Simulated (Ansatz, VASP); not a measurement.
## AlC6: VASP beside Ansatz

INCAR

```
SYSTEM = AlC6
  PREC = Accurate
  ENCUT = 600
  EDIFF = 1E-6
  ISMEAR = 0
  SIGMA = 0.1
  LREAL = .FALSE.
  LASPH = .TRUE.
  NELM = 100
  ALGO = Fast
  ISIF = 3
  LWAVE = .FALSE.
  LCHARG = .FALSE.
  GGA = PE
  IBRION = 2
  NSW = 90
  EDIFFG = -0.04
```

KPOINTS

```
regular mesh
0
G
  4 4 4
  0 0 0
```

POSCAR

```
AlC6
1.0
    4.5328788500      0.0000000000      0.0000000000
    0.0000000000      4.5328788500      0.0000000000
    0.0000000000      0.0000000000      4.5328788500
Al C
1 6
Direct
    0.0000000000      0.0000000000      0.0000000000
    0.2016845000      0.5000000000      0.5000000000
    0.5000000000      0.5000000000      0.7983155000
    0.5000000000      0.5000000000      0.2016845000
    0.5000000000      0.2016845000      0.5000000000
    0.5000000000      0.7983155000      0.5000000000
    0.7983155000      0.5000000000      0.5000000000
```

Input for Ansatz:

```yaml
crystal:
  lattice:
    - [4.53287885, 0.0, 0.0]
    - [0.0, 4.53287885, 0.0]
    - [0.0, 0.0, 4.53287885]
  atoms:
    - { symbol: Al, position: [0.0, 0.0, 0.0] }
    - { symbol: C, position: [0.2016845, 0.5, 0.5] }
    - { symbol: C, position: [0.5, 0.5, 0.7983155] }
    - { symbol: C, position: [0.5, 0.5, 0.2016845] }
    - { symbol: C, position: [0.5, 0.2016845, 0.5] }
    - { symbol: C, position: [0.5, 0.7983155, 0.5] }
    - { symbol: C, position: [0.7983155, 0.5, 0.5] }
basis:
  ecutwfc: 420
kpoints:
  mp_grid: { grid: [4, 4, 4] }
hamiltonian:
  xc: pbe
scf:
  occupations: { method: gaussian, width: 0.1 }
  lower_state_search: "off"
output:
  forces: true
  stress: true
  eigenvalues: true
relax:
  adjacent_minimum: "off"
  f_tol: 0.04
  max_steps: 70
  cell: { stress_tol: 0.4 }
```

Change from the starting cell: species swapped into the CaB6 type (Pm-3m, No. 221).

Alike in both runs: task relaxation of cell and atoms; functional PBE; k mesh 4 × 4 × 4; occupations gaussian, width 0.1 eV; no spin polarisation.

|  | VASP | Ansatz |
| --- | --- | --- |
| version | VASP 6.6.1 | Ansatz 0.2.0 |
| potentials or method | VASP PAW PBE potentials, release 64 (Al, C) | scalar-relativistic, plane waves, PAW |
| plane-wave cutoff (eV) | 600 | 420 |
| valence electrons in the cell | 27 | 27 |

```tsv
	VASP	Ansatz	Ansatz less VASP
gap on the k mesh at the Fermi level, each at its own relaxed structure (eV)	none	none	-
relaxed volume (Å³/atom)	8.45	8.46	+0.013
relaxed cell length with the largest relative difference (Å)	3.896	3.898	+0.0020
energy change over the relaxation (meV/atom)	-787	-781	+6.2
```

A gap of «none» marks a metal or a gap that the smearing closes.

Caveats: the volume moved by over 15 % at a fixed basis, so the end points are rough; the bands computed are all filled at some k points, so no gap is given.
